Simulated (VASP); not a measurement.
Method: r2SCAN meta-GGA, VASP's PBE PAW potentials (set 64) (plane waves; VASP).

The input files of a VASP run:

**POSCAR**
```
Fe
1
   -1.3901079178     1.3901079178     1.3901079178
    1.3901079178    -1.3901079178     1.3901079178
    1.3901079178     1.3901079178    -1.3901079178
Fe
1
Direct
  0.0000000000   0.0000000000   0.0000000000
```

**INCAR**
```
! general
SYSTEM  = Fe
PREC    = Accurate
ENCUT   = 500   ! plane-wave cut-off (eV)
LREAL   = .FALSE.   ! projection in real space or not
LASPH   = .TRUE.   ! aspherical one-centre terms

! electronic loop
EDIFF   = 1E-6   ! SCF stop (eV)
NELM    = 100   ! most electronic steps
ALGO    = Normal
LMAXMIX = 4   ! l cut-off of mixed one-centre charges
LMIXTAU = .TRUE.

! smearing
ISMEAR  = 1   ! Methfessel-Paxton
SIGMA   = 0.1   ! width (eV)

! functional
METAGGA = R2SCAN

! spin
ISPIN   = 2   ! spin-polarised
MAGMOM  = 2.7

! ions
IBRION  = 2   ! conjugate gradients
NSW     = 40   ! most ionic steps
ISIF    = 3   ! ions, shape and volume
EDIFFG  = -0.02   ! ionic stop
PSTRESS = 200   ! kbar

! output
LWAVE   = .FALSE.
LCHARG  = .FALSE.
LORBIT  = 10
```

KPOINTS:
```
Automatic mesh
0
Gamma
18 18 18
0 0 0
```

POTCAR, in this order: Fe (PBE.64 set). Program: vasp_std.

The run wrote:

**OSZICAR**
```
       N       E                     dE             d eps       ncg     rms          rms(c)
DAV:   1     0.101752302518E+02    0.10175E+02   -0.41795E+03  7372   0.110E+03
DAV:   2    -0.152844193794E+02   -0.25460E+02   -0.23639E+02  7105   0.136E+02
DAV:   3    -0.156201484043E+02   -0.33573E+00   -0.33442E+00  7881   0.217E+01
DAV:   4    -0.156220863919E+02   -0.19380E-02   -0.19378E-02  7630   0.150E+00
DAV:   5    -0.156221080424E+02   -0.21650E-04   -0.21651E-04  7502   0.145E-01    0.128E+01
DAV:   6    -0.141086399748E+02    0.15135E+01   -0.19362E+01  7456   0.712E+01    0.739E+00
DAV:   7    -0.143024656553E+02   -0.19383E+00   -0.27744E+00  8349   0.231E+01    0.509E+00
DAV:   8    -0.142959089477E+02    0.65567E-02   -0.56430E-02  7934   0.266E+00    0.224E+00
DAV:   9    -0.142999421154E+02   -0.40332E-02   -0.10828E-01  8334   0.412E+00    0.117E+00
DAV:  10    -0.143034761197E+02   -0.35340E-02   -0.10995E-02  7478   0.153E+00    0.545E-01
DAV:  11    -0.143029407853E+02    0.53533E-03   -0.36200E-03  8447   0.890E-01    0.190E-01
DAV:  12    -0.143030536923E+02   -0.11291E-03   -0.22667E-03  7355   0.662E-01    0.157E-01
DAV:  13    -0.143029559347E+02    0.97758E-04   -0.31593E-04  7176   0.260E-01    0.369E-02
DAV:  14    -0.143029662653E+02   -0.10331E-04   -0.47092E-05  8419   0.840E-02    0.213E-02
DAV:  15    -0.143029635345E+02    0.27308E-05   -0.95513E-06  6269   0.457E-02    0.133E-02
DAV:  16    -0.143029654287E+02   -0.18942E-05   -0.10878E-05  6678   0.488E-02    0.325E-03
DAV:  17    -0.143029649638E+02    0.46492E-06   -0.53202E-07  3773   0.838E-03
   1 F= -.12961668E+02 E0= -.12961732E+02  d E =-.129617E+02  mag=     2.5605
```

**OUTCAR**
```
------------------------ aborting loop because EDIFF is reached ----------------------------------------
  FORCE on cell =-STRESS in cart. coord.  units (eV):
  Direction    XX          YY          ZZ          XY          YZ          ZX
  --------------------------------------------------------------------------------------
  Total        1.3407618      1.3407618      1.3407618     -0.0000000     -0.0000000     -0.0000000
  in kB      199.9202012    199.9202012    199.9202012     -0.0000000     -0.0000000     -0.0000000
  external PRESSURE =      -0.0797988 kB  Pullay stress =     200.0000000 kB
  volume of cell :       10.74
      direct lattice vectors                 reciprocal lattice vectors
    -1.390107918  1.390107918  1.390107918     0.000000000  0.359684305  0.359684305
     1.390107918 -1.390107918  1.390107918     0.359684305  0.000000000  0.359684305
     1.390107918  1.390107918 -1.390107918     0.359684305  0.359684305  0.000000000
 POSITION                                       TOTAL-FORCE (eV/Angst)
 -----------------------------------------------------------------------------------
      0.00000      0.00000      0.00000        -0.000000      0.000000      0.000000
 -----------------------------------------------------------------------------------
    total drift:                                0.000000     -0.000000      0.000000
  FREE ENERGIE OF THE ION-ELECTRON SYSTEM (eV)
  ---------------------------------------------------
  free  energy   TOTEN  =       -14.3029649638 eV

  energy  without entropy=      -14.3031585394  energy(sigma->0) =      -14.30302949
  enthalpy is  TOTEN    =       -12.9616679564 eV   P V=        1.3412970074

 total charge

# of ion       s       p       d       tot
------------------------------------------
    1        0.516   0.626   6.258   7.400

 magnetization (x)

# of ion       s       p       d       tot
------------------------------------------
    1       -0.015  -0.116   2.727   2.596

 reached required accuracy - stopping structural energy minimisation
```
(Selected blocks of OUTCAR.)

The compound is Fe in the bcc structure. It was relaxed first under an external pressure of 20 GPa.
